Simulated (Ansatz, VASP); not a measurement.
# BN in two plane-wave programs, part 2 of 3

Wanted: the spread between two codes on one cell, functional and k mesh. The cell is taken from a series of runs on this material, whose earlier steps may have relaxed, scaled, displaced or heated it; both programs get it as it stands.

VASP 6.6.1 and Ansatz 0.2.0.

So far: Starting point; Ansatz: zone-centre phonons, LDA, pair 1.

## Step 3: VASP: zone-centre phonons, LDA, pair 1

Level of this step: LDA; plane waves and PAW (B, N) (VASP).

The same cell, functional (in two slightly different forms) and mesh now go to VASP, with its own data sets.

Lines of VASP's logs that name or quote its potential files are left out, and so is its time.

Input file INCAR:

```
SYSTEM = BN
PREC = Accurate
ENCUT = 600
EDIFF = 1E-08
NELM = 120
ISMEAR = 0
SIGMA = 0.01
LREAL = .FALSE.
ALGO = Normal
GGA = PW92
NBANDS = 10
LORBIT = 11
LWAVE = .FALSE.
LCHARG = .FALSE.
ISIF = 2
IBRION = 8
LEPSILON = .TRUE.
LASPH = .TRUE.
GGA_COMPAT = .FALSE.
EFERMI = MIDGAP
KPAR = 2
```

Input file POSCAR:

```
BN
1.0
    0.0000000000      1.8134796640      1.8134796640
    1.8134796640      0.0000000000      1.8134796640
    1.8134796640      1.8134796640      0.0000000000
B N
1 1
Direct
    0.0000000000      0.0000000000      0.0000000000
    0.2500000000      0.2500000000      0.2500000000
```

Input file KPOINTS:

```
Automatic mesh
0
Gamma
12 12 12
0 0 0
```

PAW data sets: B and N (LDA family, release 64).

Run with:

```console
$ mpirun -np 2 vasp_std
```

Numbers of over 12 decimals in the logs are rounded to 6 here.

Log:

```text
[banner, memory and clock lines left out]
running    2 mpi-ranks, on    1 nodes
 distrk:  each k-point on    1 cores,    2 groups
 distr:  one band on    1 cores,    1 groups

 POSCAR found type information on POSCAR B N
 POSCAR found :  2 types and       2 ions
|                                                                             |
|               ----> ADVICE to this user running VASP <----                  |
|                                                                             |
|     You enforced a specific xc type in the INCAR file but a different       |
|     [... a line on the potential file left out ...]
|     I HOPE YOU KNOW WHAT YOU ARE DOING!                                     |
|                                                                             |

 LDA part: xc-table for (Slater(with rela. corr.)+PW92), standard interpolation
 POSCAR, INCAR and KPOINTS ok, starting setup
 FFT: planning ... GRIDC
 FFT: planning ... GRID_SOFT
 FFT: planning ... GRID
 WAVECAR not read
 entering main loop
       N       E                     dE             d eps       ncg     rms          rms(c)
DAV:   1     0.119263291202E+02    0.11926E+02   -0.54210E+03  1464   0.878E+02
DAV:   2    -0.199954334811E+02   -0.31922E+02   -0.31152E+02  1734   0.170E+02
DAV:   3    -0.205348659230E+02   -0.53943E+00   -0.53861E+00  1712   0.194E+01
DAV:   4    -0.205355285444E+02   -0.66262E-03   -0.66260E-03  1572   0.806E-01
DAV:   5    -0.205355291960E+02   -0.65165E-06   -0.65163E-06  1620   0.259E-02    0.645E+00
DAV:   6    -0.195547582473E+02    0.98077E+00   -0.33969E+00  1464   0.112E+01    0.304E+00
DAV:   7    -0.194500796817E+02    0.10468E+00   -0.83137E-02  1580   0.255E+00    0.175E+00
DAV:   8    -0.194186413874E+02    0.31438E-01   -0.47974E-02  1612   0.156E+00    0.171E-01
DAV:   9    -0.194184865018E+02    0.15489E-03   -0.91730E-04  1576   0.278E-01    0.793E-02
DAV:  10    -0.194184703823E+02    0.16120E-04   -0.48399E-05  1624   0.694E-02    0.135E-02
DAV:  11    -0.194184708970E+02   -0.51470E-06   -0.19931E-06  1610   0.101E-02    0.638E-03
DAV:  12    -0.194184708188E+02    0.78130E-07   -0.56705E-07  1562   0.467E-03    0.201E-04
DAV:  13    -0.194184708195E+02   -0.68201E-09   -0.85490E-09   898   0.950E-04
   1 F= -.19418471E+02 E0= -.19418471E+02  d E =0.000000E+00
 Linear response reoptimize wavefunctions to high precision
DAV:   1    -0.194184708195E+02    0.41609E-10   -0.21499E-10   986   0.183E-04
 Linear response G [H, r] |phi>, progress :
  Direction:   1
       N       E                     dE             d eps       ncg     rms
RMM:   1    -0.374197841156E+02   -0.37420E+02   -0.30641E+01  3325   0.507E+01
RMM:   2    -0.320330931501E+02    0.53867E+01   -0.93657E-01  2303   0.896E+00
RMM:   3    -0.320412244288E+02   -0.81313E-02    0.43691E-03  2440   0.370E-01
RMM:   4    -0.320418094764E+02   -0.58505E-03    0.41813E-04  2540   0.217E-02
RMM:   5    -0.320418496033E+02   -0.40127E-04    0.24189E-05  2489   0.157E-03
RMM:   6    -0.320418512747E+02   -0.16714E-05    0.75457E-06  2142   0.201E-04
RMM:   7    -0.320418517819E+02   -0.50720E-06    0.24533E-06  1767   0.105E-04
RMM:   8    -0.320418511337E+02    0.64823E-06    0.89275E-06  1818   0.104E-04
RMM:   9    -0.320418517390E+02   -0.60533E-06    0.28844E-06  1715   0.104E-04
RMM:  10    -0.320418512159E+02    0.52308E-06    0.80720E-06  1457   0.104E-04
 Linear response G [H, r] |phi>, progress :
  Direction:   2
       N       E                     dE             d eps       ncg     rms
RMM:   1    -0.349087095665E+02   -0.34909E+02   -0.23544E+01  3337   0.482E+01
RMM:   2    -0.325958764742E+02    0.23128E+01   -0.56676E-01  2302   0.755E+00
RMM:   3    -0.326053681517E+02   -0.94917E-02    0.37265E-03  2451   0.314E-01
RMM:   4    -0.326058273268E+02   -0.45918E-03    0.37796E-04  2579   0.185E-02
RMM:   5    -0.326058633919E+02   -0.36065E-04    0.22443E-05  2523   0.139E-03
RMM:   6    -0.326058649803E+02   -0.15884E-05    0.65576E-06  2142   0.190E-04
RMM:   7    -0.326058654668E+02   -0.48654E-06    0.17170E-06  1804   0.109E-04
RMM:   8    -0.326058648104E+02    0.65649E-06    0.83022E-06  1865   0.108E-04
RMM:   9    -0.326058654258E+02   -0.61542E-06    0.21449E-06  1781   0.108E-04
RMM:  10    -0.326058648856E+02    0.54014E-06    0.74107E-06  1547   0.108E-04
 Linear response G [H, r] |phi>, progress :
  Direction:   3
       N       E                     dE             d eps       ncg     rms
RMM:   1    -0.254496123221E+02   -0.25450E+02    0.72671E+01  3120   0.508E+01
RMM:   2    -0.237566864622E+02    0.16929E+01   -0.98766E-01  2276   0.860E+00
RMM:   3    -0.237554625005E+02    0.12240E-02   -0.34603E-03  2446   0.392E-01
RMM:   4    -0.237554163209E+02    0.46180E-04   -0.17725E-05  2545   0.255E-02
RMM:   5    -0.237554159217E+02    0.39920E-06   -0.11805E-07  2450   0.199E-03
RMM:   6    -0.237554159246E+02   -0.28968E-08   -0.89644E-09  2092   0.207E-04
 Linear response to external field (no local field effect), progress :
  Direction:   1
       N       E                     dE             d eps       ncg     rms          rms(c)
RMM:   1    -0.145995471691E+00   -0.14600E+00   -0.45958E-01  3254   0.203E+00
RMM:   2    -0.146542821416E+00   -0.54735E-03   -0.34504E-04  2326   0.151E-01
RMM:   3    -0.146543614365E+00   -0.79295E-06   -0.48062E-07  2368   0.519E-03
[...]
RMM:   1    -0.781512277704E-01   -0.78151E-01   -0.21715E-01  3207   0.160E+00
RMM:   2    -0.785618441283E-01   -0.41062E-03   -0.21125E-04  2315   0.128E-01
RMM:   3    -0.785623905990E-01   -0.54647E-06   -0.31921E-07  2344   0.440E-03
RMM:   4    -0.785623913317E-01   -0.73271E-09   -0.11451E-09  2171   0.214E-04
 change of polarisation eV/A/(eV/A) component  3 :     0.033    -0.042     0.157
 dielectric tensor                  component  3 :     0.496    -0.639     3.384
 Linear response to external field, progress :
  Direction:   1
       N       E                     dE             d eps       ncg     rms          rms(c)
RMM:   1    -0.123279890832E+00   -0.12328E+00   -0.37673E-01 12621   0.188E+00
RMM:   2    -0.123756591223E+00   -0.47670E-03   -0.29505E-04  9033   0.142E-01    0.594E-01
RMM:   3    -0.121387533515E+00    0.23691E-02   -0.98813E-04  8875   0.242E-01    0.348E-01
RMM:   4    -0.125460395348E+00   -0.40729E-02   -0.14800E-03  9146   0.296E-01    0.366E-02
RMM:   5    -0.125929726408E+00   -0.46933E-03   -0.15673E-05  9287   0.319E-02    0.435E-03
RMM:   6    -0.125945981395E+00   -0.16255E-04   -0.37001E-08  9426   0.181E-03    0.227E-03
RMM:   7    -0.125955645317E+00   -0.96639E-05   -0.84943E-09  9371   0.893E-04    0.104E-04
RMM:   8    -0.125955884694E+00   -0.23938E-06    0.24308E-10  6063   0.395E-05    0.277E-05
RMM:   9    -0.125955869562E+00    0.15132E-07    0.28800E-11  4651   0.390E-05    0.212E-06
 change of polarisation eV/A/(eV/A) component  1 :     0.237     0.043     0.027
 dielectric tensor                  component  1 :     4.598     0.650     0.413
 Linear response to external field, progress :
  Direction:   2
       N       E                     dE             d eps       ncg     rms          rms(c)
RMM:   1    -0.123279405427E+00   -0.12328E+00   -0.37673E-01 12621   0.188E+00
RMM:   2    -0.123756557102E+00   -0.47715E-03   -0.30341E-04  9041   0.143E-01    0.594E-01
RMM:   3    -0.121387491929E+00    0.23691E-02   -0.98967E-04  8872   0.242E-01    0.348E-01
RMM:   4    -0.125460272005E+00   -0.40728E-02   -0.14821E-03  9141   0.296E-01    0.366E-02
RMM:   5    -0.125929615815E+00   -0.46934E-03   -0.15669E-05  9284   0.319E-02    0.435E-03
RMM:   6    -0.125945877941E+00   -0.16262E-04   -0.36406E-08  9427   0.182E-03    0.227E-03
RMM:   7    -0.125955544871E+00   -0.96669E-05   -0.86202E-09  9367   0.893E-04    0.104E-04
RMM:   8    -0.125955776741E+00   -0.23187E-06    0.20509E-10  6002   0.391E-05    0.287E-05
RMM:   9    -0.125955768398E+00    0.83435E-08    0.64374E-12  4764   0.400E-05    0.208E-06
 change of polarisation eV/A/(eV/A) component  2 :     0.031     0.237     0.028
 dielectric tensor                  component  2 :     0.476     4.598     0.425
 Linear response to external field, progress :
  Direction:   3
       N       E                     dE             d eps       ncg     rms          rms(c)
RMM:   1    -0.123279711597E+00   -0.12328E+00   -0.37673E-01 12620   0.188E+00
RMM:   2    -0.123756589643E+00   -0.47688E-03   -0.29598E-04  9033   0.142E-01    0.594E-01
RMM:   3    -0.121387516733E+00    0.23691E-02   -0.98826E-04  8875   0.242E-01    0.348E-01
RMM:   4    -0.125460283751E+00   -0.40728E-02   -0.14802E-03  9146   0.296E-01    0.366E-02
RMM:   5    -0.125929608606E+00   -0.46932E-03   -0.15670E-05  9287   0.319E-02    0.435E-03
RMM:   6    -0.125945878813E+00   -0.16270E-04   -0.37205E-08  9434   0.182E-03    0.227E-03
RMM:   7    -0.125955544516E+00   -0.96657E-05   -0.85381E-09  9371   0.893E-04    0.104E-04
RMM:   8    -0.125955776480E+00   -0.23196E-06    0.23768E-10  5997   0.386E-05    0.289E-05
RMM:   9    -0.125955768828E+00    0.76517E-08    0.26906E-11  4739   0.400E-05    0.209E-06
 change of polarisation eV/A/(eV/A) component  3 :     0.026     0.044     0.237
 dielectric tensor                  component  3 :     0.398     0.665     4.598
 Linear response DOF=           2
 Linear response progress:
  Degree of freedom:   1/  2
       N       E                     dE             d eps       ncg     rms          rms(c)
RMM:   1    -0.410355793817E-01   -0.41036E-01   -0.23911E-02 14148   0.134E+00
RMM:   2    -0.358845989828E-01    0.51510E-02   -0.18622E-03  8583   0.241E-01    0.140E-01
RMM:   3    -0.357594910923E-01    0.12511E-03   -0.29621E-04  8924   0.725E-02    0.787E-02
RMM:   4    -0.360163702025E-01   -0.25688E-03   -0.26736E-04  8954   0.827E-02    0.736E-03
RMM:   5    -0.359939719460E-01    0.22398E-04   -0.32349E-05  9181   0.701E-03    0.104E-03
RMM:   6    -0.359885154494E-01    0.54565E-05   -0.20203E-06  9198   0.525E-04    0.384E-04
RMM:   7    -0.359860049612E-01    0.25105E-05    0.59165E-07  9316   0.375E-04    0.440E-05
RMM:   8    -0.359861285700E-01   -0.12361E-06    0.86252E-08  9391   0.270E-05    0.979E-06
RMM:   9    -0.359860783118E-01    0.50258E-07    0.10084E-07  9494   0.103E-05    0.887E-07
RMM:  10    -0.359860803238E-01   -0.20121E-08    0.77455E-08  6221   0.328E-06    0.331E-07
 first order change of Fermi-energy   0.25223E+01
 force on displaced ion       1 direction 1 : -23.345  -0.000  -0.000
 Born effective charge ion    1 direction 1 :   1.892   0.000   0.000
 Linear response progress:
  Degree of freedom:   2/  2
       N       E                     dE             d eps       ncg     rms          rms(c)
RMM:   1    -0.229041601916E+00   -0.22904E+00    0.10794E-01 11375   0.332E+00
RMM:   2    -0.223468913835E+00    0.55727E-02   -0.18959E-03  8623   0.442E-01    0.222E-01
RMM:   3    -0.224463513937E+00   -0.99460E-03   -0.33873E-04  8344   0.153E-01    0.121E-01
RMM:   4    -0.226432478160E+00   -0.19690E-02   -0.33185E-04  8076   0.149E-01    0.226E-02
RMM:   5    -0.226482872841E+00   -0.50395E-04   -0.31125E-06  9285   0.223E-02    0.879E-04
RMM:   6    -0.226489632517E+00   -0.67597E-05    0.21437E-07  9156   0.108E-03    0.416E-04
RMM:   7    -0.226487643538E+00    0.19890E-05    0.24048E-07  9374   0.370E-04    0.460E-05
RMM:   8    -0.226487454030E+00    0.18951E-06   -0.78564E-09  9426   0.246E-05    0.195E-05
RMM:   9    -0.226487400111E+00    0.53918E-07   -0.19179E-08  9669   0.210E-05    0.995E-07
RMM:  10    -0.226487400313E+00   -0.20139E-09   -0.10342E-08  7334   0.705E-06    0.416E-07
 first order change of Fermi-energy  -0.25221E+01
 force on displaced ion       2 direction 1 : -23.349  -0.000  -0.000
 Born effective charge ion    2 direction 1 :  -1.892   0.000   0.000
 Born effective charges drift removed
 Linear response finished
```

Parts of OUTCAR (step 3):

```text
ion  position               nearest neighbor table
   1  0.000  0.000  0.000-   2 1.57   2 1.57   2 1.57   2 1.57
   2  0.250  0.250  0.250-   1 1.57   1 1.57   1 1.57   1 1.57

  LATTYP: Found a face centered cubic cell.
 ALAT       =     3.6269593280

 Subroutine GETGRP returns: Found 24 space group operations
 (whereof 24 operations were pure point group operations)

The static configuration has the point symmetry T_d .

 Found     72 irreducible k-points:

   k-points           NKPTS =     72   k-points in BZ     NKDIM =     72   number of bands    NBANDS=     10

   dimension x,y,z NGX =    20 NGY =   20 NGZ =   20
   dimension x,y,z NGXF=    40 NGYF=   40 NGZF=   40

   ENCUT  =  600.0 eV  44.10 Ry    6.64 a.u.   5.12  5.12  5.12*2*pi/ulx,y,z

   NELECT =       8.0000    total number of electrons

 k-points in reciprocal lattice and weights: Automatic mesh
   0.00000000  0.00000000  0.00000000       0.001
   0.08333333  0.00000000  0.00000000       0.005
   0.16666667  0.00000000  0.00000000       0.005
   0.25000000  0.00000000  0.00000000       0.005
   0.33333333  0.00000000  0.00000000       0.005
   0.41666667  0.00000000  0.00000000       0.005
   0.50000000  0.00000000  0.00000000       0.002
   0.08333333  0.08333333  0.00000000       0.003
   0.16666667  0.08333333  0.00000000       0.014
[...]
-0.33333333  0.50000000  0.16666667       0.007
  -0.25000000  0.50000000  0.25000000       0.003

 average (electrostatic) potential at core
       1 -29.7150       2 -60.2291

  Total       -1.0733411     -1.0733411     -1.0733411     -0.0000000      0.0000000     -0.0000000
  in kB     -144.1717920   -144.1717920   -144.1717920     -0.0000000      0.0000000     -0.0000000
  external PRESSURE =    -144.1717920 kB  Pullay stress =       0.0000000 kB

  energy-cutoff  :      600.00
  volume of cell :       11.93
      direct lattice vectors                 reciprocal lattice vectors
     0.000000000  1.813479664  1.813479664    -0.275713045  0.275713045  0.275713045
     1.813479664  0.000000000  1.813479664     0.275713045 -0.275713045  0.275713045
     1.813479664  1.813479664  0.000000000     0.275713045  0.275713045 -0.275713045

 POSITION                                       TOTAL-FORCE (eV/Angst)
 -----------------------------------------------------------------------------------
      0.00000      0.00000      0.00000        -0.000000     -0.000000     -0.000000
      0.90674      0.90674      0.90674         0.000000      0.000000      0.000000
 -----------------------------------------------------------------------------------
    total drift:                               -0.000000     -0.000000     -0.000000

 MACROSCOPIC STATIC DIELECTRIC TENSOR (including local field effects in DFT)
 ------------------------------------------------------
           4.597634     0.000000    -0.000000
           0.000000     4.597634     0.000000
          -0.000000     0.000000     4.597634
 ------------------------------------------------------

 PIEZOELECTRIC TENSOR (including local field effects)  for field in x, y, z        (C/m^2)
          XX          YY          ZZ          XY          YZ          ZX
  --------------------------------------------------------------------------------
  x     0.00000    -0.00000    -0.00000     0.00000    -1.02836     0.00000
  y     0.00000    -0.00000     0.00000     0.00000     0.00000    -1.02836
  z     0.00000    -0.00000    -0.00000    -1.02836     0.00000     0.00000

 BORN EFFECTIVE CHARGES (including local field effects) (in |e|, cummulative output)
 ---------------------------------------------------------------------------------
 ion    1
    1     1.89206     0.00000     0.00000
    2    -0.00000     1.89206    -0.00000
    3    -0.00000     0.00000     1.89206
 ion    2
    1    -1.89206     0.00000     0.00000
    2     0.00000    -1.89206     0.00000
    3     0.00000     0.00000    -1.89206

 Eigenvectors and eigenvalues of the dynamical matrix
 ----------------------------------------------------

   1 f  =   30.583113 THz   192.159368 2PiTHz 1020.142850 cm-1   126.481537 meV
             X         Y         Z           dx          dy          dz
      0.000000  0.000000  0.000000     0.751159   -0.000000   -0.000000
      0.906740  0.906740  0.906740    -0.660121    0.000000    0.000000

   2 f  =   30.583113 THz   192.159368 2PiTHz 1020.142850 cm-1   126.481537 meV
             X         Y         Z           dx          dy          dz
      0.000000  0.000000  0.000000    -0.000000   -0.000000   -0.751159
      0.906740  0.906740  0.906740    -0.000000   -0.000000    0.660121

   3 f  =   30.583113 THz   192.159368 2PiTHz 1020.142850 cm-1   126.481537 meV
             X         Y         Z           dx          dy          dz
      0.000000  0.000000  0.000000    -0.000000   -0.751159    0.000000
      0.906740  0.906740  0.906740    -0.000000    0.660121    0.000000

   4 f/i=    0.001323 THz     0.008313 2PiTHz    0.044130 cm-1     0.005471 meV
             X         Y         Z           dx          dy          dz
      0.000000  0.000000  0.000000    -0.561619   -0.332829   -0.097818
      0.906740  0.906740  0.906740    -0.639073   -0.378730   -0.111309

   5 f/i=    0.001323 THz     0.008313 2PiTHz    0.044130 cm-1     0.005471 meV
             X         Y         Z           dx          dy          dz
      0.000000  0.000000  0.000000     0.266918   -0.295698   -0.526381
      0.906740  0.906740  0.906740     0.303729   -0.336478   -0.598975

   6 f/i=    0.001323 THz     0.008313 2PiTHz    0.044130 cm-1     0.005471 meV
             X         Y         Z           dx          dy          dz
      0.000000  0.000000  0.000000     0.221581   -0.487388    0.386153
      0.906740  0.906740  0.906740     0.252139   -0.554605    0.439408

 MACROSCOPIC STATIC DIELECTRIC TENSOR IONIC CONTRIBUTION
 ------------------------------------------------------
           2.326158     0.000000    -0.000000
           0.000000     2.326158    -0.000000
          -0.000000    -0.000000     2.326158
 ------------------------------------------------------

 ELASTIC MODULI CONTR FROM IONIC RELAXATION (kBar)
 Direction    XX          YY          ZZ          XY          YZ          ZX
 --------------------------------------------------------------------------------
 XX          -0.0000      0.0000      0.0000      0.0000     -0.0000     -0.0000
 YY           0.0000     -0.0000      0.0000      0.0000      0.0000     -0.0000
 ZZ           0.0000      0.0000     -0.0000     -0.0000      0.0000     -0.0000
 XY           0.0000      0.0000     -0.0000     -3.7431     -0.0000      0.0000
 YZ          -0.0000      0.0000      0.0000     -0.0000     -3.7431      0.0000
 ZX          -0.0000     -0.0000     -0.0000      0.0000      0.0000     -3.7431
 --------------------------------------------------------------------------------

 PIEZOELECTRIC TENSOR IONIC CONTR  for field in x, y, z        (C/m^2)
          XX          YY          ZZ          XY          YZ          ZX
  --------------------------------------------------------------------------------
  x     0.00000    -0.00000    -0.00000     0.00000     0.08780    -0.00000
  y     0.00000     0.00000     0.00000    -0.00000    -0.00000     0.08780
  z    -0.00000    -0.00000     0.00000     0.08780    -0.00000    -0.00000
```

## Step 4: Differences

Known differences besides the potentials themselves: fixed occupations in Ansatz, narrow Gaussian smearing in VASP; the cutoff is 420 eV in Ansatz and 600 eV in VASP; VASP's log shows a relativistic correction to its local exchange, Ansatz's none. Total energies have different zeros and are not compared.

The two programs side by side:

| quantity | Ansatz | VASP | difference |
| --- | --- | --- | --- |
| ε∞ xx | 4.60 | 4.60 | +0.13 % |
| ε∞ yy | 4.60 | 4.60 | +0.13 % |
| ε∞ zz | 4.60 | 4.60 | +0.13 % |
| Born charge of B1 (mean of the diagonal) (e) | 1.90 | 1.89 | 0.00 |
| Born charge of N2 (mean of the diagonal) (e) | -1.90 | -1.89 | 0.00 |
| optical mode 1 to 3 (cm⁻¹) | 1015.8 | 1020.1 | -0.43 % |

Modes are paired by rising frequency, not by their patterns, so a pair may set unlike modes beside each other; they are those without the splitting of longitudinal modes.

[end of part 2 of 3]

[Lines on the potential files, build, host, timing and source positions are cut from VASP's logs without a mark.]

[Logs are printed without paths, hosts, clocks, repeated set-up lines and the standing remarks that a program may print on its own settings, such as how far it seeks lower states.]

[Hosts, paths, dates, database ids (printed as entryN), source tags and the programs' standing remarks are cut or masked in the printed files.]
